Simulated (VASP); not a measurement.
## TaN (space group P-6m2): computed properties

Computed with PBEsol GGA, VASP's PBE PAW potentials (set 64) (plane waves; VASP).

```json
{
  "space_group": "P-6m2 (187)",
  "cell": "a = b = 2.9261 Å, c = 2.8733 Å, α = β = 90.00°, γ = 120.00°",
  "volume_per_atom": "10.65 Å³/atom",
  "band gap (over mesh and band path)": "none (metal, semimetal or under 0.01 eV)",
  "hill_bulk_modulus": "364 GPa",
  "hill_shear_modulus": "253 GPa",
  "Poisson's ratio": "0.218",
  "band_gap_with_spin_orbit_coupling": "none (metallic)",
  "density": "15.19 g/cm³",
  "optical Γ-point spectrum": "533 (×2), 553 cm⁻¹",
  "C11": "666 GPa",
  "C12": "221 GPa",
  "C13": "164 GPa",
  "C33": "854 GPa",
  "C44": "254 GPa",
  "C66": "223 GPa"
}
```

```
CELL_PARAMETERS angstrom
      2.92613     0.00000     0.00000
     -1.46307     2.53410     0.00000
      0.00000     0.00000     2.87329
ATOMIC_POSITIONS crystal
  N  0.00000 0.00000 0.00000
  Ta 0.33333 0.66667 0.50000
```

Finite-difference elastic constants of metals are sensitive to mesh and smearing; shear constants can be off by tens of GPa. Unless said otherwise, spin-orbit coupling is left out, though it shifts the bands of the heavy elements here.

The structure comes from a measured TaN entry (P-6m2) of the Crystallography Open Database, whose conditions weren't checked. It was relaxed first. Symmetry was kept, so distortions that lower it aren't found.
